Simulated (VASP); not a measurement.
An input for Ansatz (written as the equivalent of a VASP run, and not itself run):

Ansatz 0.2 input:
```yaml
crystal:
  lattice:
    - [0.0000000, 2.2479671, 2.2479671]
    - [2.2479671, 0.0000000, 2.2479671]
    - [8.9939182, 8.9939182, -0.0020496]
  atoms:
    - { symbol: Zr, position: [0.0000000, 0.0000000, 1.0000000] }
    - { symbol: C, position: [0.4865926, 0.4865926, 0.1350556] }
    - { symbol: C, position: [0.4964358, 0.4964358, 0.3776732] }
    - { symbol: C, position: [0.5035642, 0.5035642, 0.6223268] }
    - { symbol: C, position: [0.5134074, 0.5134074, 0.8649444] }
    - { symbol: Ta, position: [0.9938355, 0.9938355, 0.2546234] }
    - { symbol: Ta, position: [0.0000000, 0.0000000, 0.5000000] }
    - { symbol: Ta, position: [0.0061645, 0.0061645, 0.7453766] }
kpoints:
  mp_grid: { grid: [11, 11, 3] }
hamiltonian:
  xc: pbesol
  pseudopotentials: { kind: paw }
scf:
  occupations: { method: methfessel_paxton, width: 0.1 }
  max_iter: 100
relax:
  max_steps: 60
  f_tol: 0.02
  cell: {}
output: { forces: true, stress: true, eigenvalues: true }
```

Task: Write the VASP files for the same calculation (PBEsol).

Result: Several could match; the one computed here: 
File POSCAR:
```
Ta3ZrC4
1.0
  0.0000000000   2.2479671408   2.2479671408
  2.2479671408   0.0000000000   2.2479671408
  8.9939181685   8.9939181685  -0.0020496054
Zr C Ta
1 4 3
Direct
  0.0000000000   0.0000000000   1.0000000000
  0.4865925524   0.4865925524   0.1350555857
  0.4964357818   0.4964357818   0.3776731636
  0.5035642182   0.5035642182   0.6223268364
  0.5134074476   0.5134074476   0.8649444143
  0.9938355062   0.9938355062   0.2546233704
  0.0000000000   0.0000000000   0.5000000000
  0.0061644938   0.0061644938   0.7453766296
```

**KPOINTS**
```
K-points
0
G
  11 11 3
```

INCAR:
```
# general
SYSTEM  = Ta3ZrC4
PREC    = Accurate
ENCUT   = 520   # plane-wave cut-off (eV)
LREAL   = F   # projection in real space or not
LASPH   = T   # aspherical one-centre terms

# electronic loop
EDIFF   = 1E-6   # SCF stop (eV)
NELM    = 100   # most electronic steps
ALGO    = Normal
LMAXMIX = 6   # l cut-off of mixed one-centre charges

# smearing
ISMEAR  = 1
SIGMA   = 0.1   # width (eV)

# functional
GGA     = PS

# ions
IBRION  = 2   # conjugate gradients
NSW     = 60
ISIF    = 3   # ions, shape and volume
EDIFFG  = -0.02

# output
LWAVE   = F
LCHARG  = F
```

POTCAR, in this order: Zr_sv C Ta_pv (PBE.64 set). Program: vasp_std.

The two are equivalent in intent, not identical: each code has its own PAW files, so the cut-off isn't converted (ENCUT is set for VASP's; basis.ecutwfc is left out, and Ansatz then takes the one that its files recommend); Ansatz stops its SCF on the density residual and VASP on the energy change (EDIFF).

The structure was generated: Ta3ZrC4 was put into an ordered model structure (R-3m), which need not be its known phase. This run relaxes it. Symmetry was kept, so distortions that lower it aren't found. The start is the result of an earlier pass.
